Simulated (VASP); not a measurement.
Computed with PBEsol GGA, VASP's PBE PAW potentials (set 64) (plane waves; VASP).

The input files of a VASP run:

POSCAR:
```
MoSeS
3.2041150
  1.0000000573   0.0000000000   0.0000000000
 -0.5000000286   0.8660253681   0.0000000000
  0.0000000000   0.0000000000   4.1019791272
Mo Se S
2 2 2
Cart
  0.0000000000   0.0000000000   1.0655460326
  0.0000000000   0.0000000000   3.0364330946
  0.5000005286   0.2886748340   3.5669678106
 -0.0000005000   0.5773505341   0.5350113166
 -0.0000005000   0.5773505341   1.5412915192
  0.5000005286   0.2886748340   2.5606876080
```

**INCAR**
```
SYSTEM = MoSeS
PREC = Accurate; ENCUT = 400; LREAL = .FALSE.
LASPH = .TRUE.; ICHARG = 11
EDIFF = 1E-7; NELM = 100; ALGO = Normal
LMAXMIX = 4
ISMEAR = 0; SIGMA = 0.05
GGA = PS
LWAVE = .FALSE.; LCHARG = .FALSE.; LORBIT = 11
```

### KPOINTS
```
k-points along high-symmetry lines
10
Line-mode
Reciprocal
  0.000000   0.000000   0.000000 ! GAMMA
  0.500000   0.000000   0.000000 ! M

  0.500000   0.000000   0.000000 ! M
  0.333333   0.333333   0.000000 ! K

  0.333333   0.333333   0.000000 ! K
  0.000000   0.000000   0.000000 ! GAMMA

  0.000000   0.000000   0.000000 ! GAMMA
  0.000000   0.000000   0.500000 ! A

  0.000000   0.000000   0.500000 ! A
  0.500000   0.000000   0.500000 ! L

  0.500000   0.000000   0.500000 ! L
  0.333333   0.333333   0.500000 ! H

  0.333333   0.333333   0.500000 ! H
  0.000000   0.000000   0.500000 ! A

  0.500000   0.000000   0.500000 ! L
  0.500000   0.000000   0.000000 ! M

  0.333333   0.333333   0.500000 ! H
  0.333333   0.333333   0.000000 ! K
```

POTCAR, in this order: Mo_sv Se S (PBE.64 set). Program: vasp_std. Read from the step before: CHGCAR.

Output of the run:

### OSZICAR
```
       N       E                     dE             d eps       ncg     rms          rms(c)
DAV:   1     0.373919891718E+03    0.37392E+03   -0.26266E+04  6652   0.128E+03
DAV:   2    -0.232719304796E+02   -0.39719E+03   -0.38800E+03  6956   0.350E+02
DAV:   3    -0.435862137847E+02   -0.20314E+02   -0.19978E+02  7112   0.677E+01
DAV:   4    -0.440888359460E+02   -0.50262E+00   -0.50103E+00  6991   0.103E+01
DAV:   5    -0.441030410882E+02   -0.14205E-01   -0.14197E-01  7435   0.156E+00
DAV:   6    -0.441034174584E+02   -0.37637E-03   -0.37620E-03  7155   0.226E-01
DAV:   7    -0.441034280908E+02   -0.10632E-04   -0.10631E-04  7565   0.323E-02
DAV:   8    -0.441034283647E+02   -0.27392E-06   -0.27387E-06  6631   0.466E-03
DAV:   9    -0.441034283755E+02   -0.10752E-07   -0.10778E-07  4781   0.883E-04
   1 F= -.44103428E+02 E0= -.44103428E+02  d E =-.875945E-20
```

File OUTCAR:
```
 val. band max:        6.5284155368   @ k =   0.0000   0.0000   0.0000

 cond. band min:       7.4090120138   @ k =   0.1852   0.1852   0.0000



 k-point     1 :       0.0000    0.0000    0.0000
  band No.  band energies     occupation
      1     -54.6620      2.00000
      2     -54.6620      2.00000
      3     -28.8813      2.00000
      4     -28.8812      2.00000
      5     -28.6384      2.00000
      6     -28.6384      2.00000
      7     -28.6383      2.00000
      8     -28.6383      2.00000
      9      -8.4668      2.00000
     10      -8.2939      2.00000
     11      -7.1518      2.00000
     12      -6.8839      2.00000
     13      -0.0621      2.00000
     14       0.7184      2.00000
     15       3.1286      2.00000
     16       3.5261      2.00000
     17       3.5261      2.00000
     18       3.5365      2.00000
     19       3.5365      2.00000
     20       4.8376      2.00000
     21       4.8376      2.00000
     22       4.8433      2.00000
     23       4.8434      2.00000
     24       5.0210      2.00000
     25       5.4731      2.00000
     26       6.5284      2.00000
     27       8.8922      0.00000
     28       8.8924      0.00000
     29       8.9901      0.00000
     30       8.9910      0.00000
     31       9.2741      0.00000

 k-point     2 :       0.0556    0.0000    0.0000
  band No.  band energies     occupation
      1     -54.6609      2.00000
      2     -54.6609      2.00000
      3     -28.8792      2.00000
      4     -28.8790      2.00000
      5     -28.6495      2.00000
      6     -28.6493      2.00000
      7     -28.6409      2.00000
      8     -28.6409      2.00000
      9      -8.4200      2.00000
     10      -8.2475      2.00000
     11      -7.1270      2.00000
     12      -6.8625      2.00000
     13      -0.0065      2.00000
     14       0.7731      2.00000
     15       3.0373      2.00000
     16       3.4088      2.00000
     17       3.4728      2.00000
     18       3.5638      2.00000
...
```

The density is held fixed in this step, so its total energy and stress have no physical meaning. Without a dispersion term in the relaxation, distances and binding between the weakly bound layers, chains or molecules are unreliable, and so is what depends on them.

The structure comes from a computed database's MoSeS entry (P-3m1); how it stands against other phases isn't given here. It was relaxed first, which changed the volume by -6 %.
